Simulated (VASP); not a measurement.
A convergence study with VASP on ZrIn (space group Pmm2): a few settings are varied, all else stays as given below, so the limit is that of these other settings. The cell's lengths are 1 % over those of the tabulated start and one atom is moved, so it is off equilibrium.

```
CELL_PARAMETERS angstrom
      3.18411     0.00000     0.00000
      0.00000     3.18411     0.00000
      0.00000     0.00000     4.51574
ATOMIC_POSITIONS crystal
  Zr 0.00000 0.00000 0.00000
  In 0.51903 0.50000 0.50000
```

These are PBEsol GGA, VASP's PBE PAW potentials (set 64) (plane waves; VASP) values and carry that method's errors. The last row used: 550 eV cut-off, 10×10×7 Γ-centred mesh, first-order Methfessel-Paxton smearing of 0.10 eV, potentials Zr_sv In_d.

```tsv
setting	E (eV/atom)	pressure (GPa)	largest force (eV/Å)	electronic steps
ALGO = Normal, EDIFF = 1E-2	-6.3888	-4.97	0.153	8
ALGO = Normal, EDIFF = 1E-3	-6.3887	-6.72	0.155	9
ALGO = Normal, EDIFF = 1E-4	-6.3888	-6.76	0.155	10
ALGO = Normal, EDIFF = 1E-5	-6.3888	-6.63	0.155	11
ALGO = Normal, EDIFF = 1E-6	-6.3888	-6.61	0.155	12
ALGO = Normal, EDIFF = 1E-7	-6.3888	-6.62	0.155	13
ALGO = Normal, EDIFF = 1E-8	-6.3888	-6.62	0.155	16
ALGO = Normal, EDIFF = 1E-9	-6.3888	-6.62	0.155	17
ALGO = Fast, EDIFF = 1E-2	-6.3868	-7.32	0.148	8
ALGO = Fast, EDIFF = 1E-3	-6.3884	-6.37	0.154	11
ALGO = Fast, EDIFF = 1E-4	-6.3887	-6.52	0.154	15
ALGO = Fast, EDIFF = 1E-5	-6.3887	-6.63	0.154	22
ALGO = Fast, EDIFF = 1E-6	-6.3888	-6.64	0.154	33
ALGO = Fast, EDIFF = 1E-7	-6.3888	-6.62	0.154	67
ALGO = All, EDIFF = 1E-2	-6.3875	-6.69	0.157	11
ALGO = All, EDIFF = 1E-3	-6.3886	-6.89	0.156	13
ALGO = All, EDIFF = 1E-4	-6.3887	-6.55	0.154	15
ALGO = All, EDIFF = 1E-5	-6.3888	-6.64	0.154	18
ALGO = All, EDIFF = 1E-6	-6.3888	-6.63	0.155	22
ALGO = All, EDIFF = 1E-7	-6.3888	-6.61	0.155	26
ALGO = All, EDIFF = 1E-8	-6.3888	-6.62	0.155	34
ALGO = All, EDIFF = 1E-9	-6.3888	-6.62	0.155	43
```

Left out are rungs that failed or repeat a setting and relaxations that didn't move; long series are thinned to 24 rows.

The structure comes from a computed database's ZrIn entry (space group no. 123); how it stands against other phases isn't given here. The cell was not relaxed at this level, it is distorted from the ideal structure. The electron count is odd and the run is not spin-polarised, which forces a metal.
